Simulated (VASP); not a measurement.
Output of a VASP run:

### OSZICAR
```
       N       E                     dE             d eps       ncg     rms          rms(c)
DAV:   1     0.173677976088E+03    0.17368E+03   -0.16306E+04  1048   0.440E+03
DAV:   2     0.201534628041E+02   -0.15352E+03   -0.15141E+03  1044   0.557E+02
DAV:   3    -0.277123071370E+01   -0.22925E+02   -0.22600E+02  1192   0.179E+02
DAV:   4    -0.359127195499E+01   -0.82004E+00   -0.81793E+00  1262   0.421E+01
DAV:   5    -0.360291922874E+01   -0.11647E-01   -0.11642E-01  1222   0.510E+00    0.524E+00
DAV:   6     0.335987202320E+01    0.69628E+01   -0.95427E+00  1346   0.545E+01    0.257E+00
DAV:   7     0.252874568621E+01   -0.83113E+00   -0.16343E+00  1088   0.182E+01    0.878E-01
DAV:   8     0.393504630164E+01    0.14063E+01   -0.27970E+00  1046   0.233E+01    0.128E+00
DAV:   9     0.309677241601E+01   -0.83827E+00   -0.67126E-01  1044   0.108E+01    0.406E-01
DAV:  10     0.300270960091E+01   -0.94063E-01   -0.92299E-02  1146   0.315E+00    0.169E-01
DAV:  11     0.300319567426E+01    0.48607E-03   -0.18359E-03  1224   0.393E-01    0.198E-01
DAV:  12     0.300208360174E+01   -0.11121E-02   -0.53098E-03  1096   0.487E-01    0.835E-02
DAV:  13     0.300123938360E+01   -0.84422E-03   -0.37712E-04  1086   0.192E-01    0.520E-02
DAV:  14     0.300155453228E+01    0.31515E-03   -0.12846E-04  1144   0.111E-01    0.494E-02
DAV:  15     0.300095570931E+01   -0.59882E-03   -0.52260E-04  1044   0.249E-01    0.536E-03
DAV:  16     0.300093820430E+01   -0.17505E-04   -0.14456E-05  1124   0.417E-02    0.202E-03
DAV:  17     0.300093988476E+01    0.16805E-05   -0.36038E-07   904   0.824E-03    0.143E-03
DAV:  18     0.300094035042E+01    0.46565E-06   -0.74462E-07  1270   0.158E-02    0.586E-04
DAV:  19     0.300094014287E+01   -0.20755E-06   -0.11782E-07   830   0.355E-03    0.261E-04
DAV:  20     0.300094013811E+01   -0.47594E-08   -0.22231E-08   526   0.238E-03
   1 F= 0.30009401E+01 E0= 0.30010140E+01  d E =-.147774E-03
```

### OUTCAR
```
------------------------ aborting loop because EDIFF is reached ----------------------------------------
  FORCE on cell =-STRESS in cart. coord.  units (eV):
  Direction    XX          YY          ZZ          XY          YZ          ZX
  --------------------------------------------------------------------------------------
  Total       -1.2481348     -1.2481348     -1.2481348      0.0000000      0.0000000      0.0000000
  in kB      -43.5676615    -43.5676615    -43.5676615      0.0000000      0.0000000      0.0000000
  external PRESSURE =     -43.5676615 kB  Pullay stress =       0.0000000 kB
  volume of cell :       45.90
      direct lattice vectors                 reciprocal lattice vectors
     0.000000000  2.841794136  2.841794136    -0.175945187  0.175945187  0.175945187
     2.841794136  0.000000000  2.841794136     0.175945187 -0.175945187  0.175945187
     2.841794136  2.841794136  0.000000000     0.175945187  0.175945187 -0.175945187
 POSITION                                       TOTAL-FORCE (eV/Angst)
 -----------------------------------------------------------------------------------
      0.00000      0.00000      0.00000        -0.000000     -0.000000     -0.000000
      1.42090      1.42090      1.42090         0.000000      0.000000      0.000000
 -----------------------------------------------------------------------------------
    total drift:                                0.000000     -0.000000      0.000000
  FREE ENERGIE OF THE ION-ELECTRON SYSTEM (eV)
  ---------------------------------------------------
  free  energy   TOTEN  =         3.0009401381 eV

  energy  without entropy=        3.0010879119  energy(sigma->0) =        3.00101403
```
(Selected blocks of OUTCAR.)

POSCAR:
```
Ge
1
    0.0000000000     2.8417941357     2.8417941357
    2.8417941357     0.0000000000     2.8417941357
    2.8417941357     2.8417941357     0.0000000000
Ge
2
Direct
  0.0000000000   0.0000000000   0.0000000000
  0.2500000000   0.2500000000   0.2500000000
```

Q: Write an INCAR and KPOINTS that could have produced this output.

A: Several could match; the one computed here: the input of the run itself, revTPSS meta-GGA, plane waves, VASP's PBE PAW potentials (set 64).

INCAR:
```
LMAXMIX  =  4   ! l cut-off of mixed one-centre charges
LCHARG  =  F
LMIXTAU  =  T
PREC  =  Accurate
NELM  =  100
SYSTEM  =  Ge
ALGO  =  Normal   ! blocked Davidson
ISIF  =  2
LREAL  =  F   ! projection in real space or not
LWAVE  =  F
EDIFF  =  1E-7
ISMEAR  =  0
METAGGA  =  RTPSS
ENCUT  =  520
LASPH  =  T   ! aspherical one-centre terms
SIGMA  =  0.05   ! width (eV)
```

File KPOINTS:
```
kpoints
0
gamma
8 8 8
```

POTCAR, in this order: Ge_d (PBE.64 set). Program: vasp_std.

The compound is Ge in the diamond structure. This cell is one point of a volume scan, at 1.06 of the reference volume.
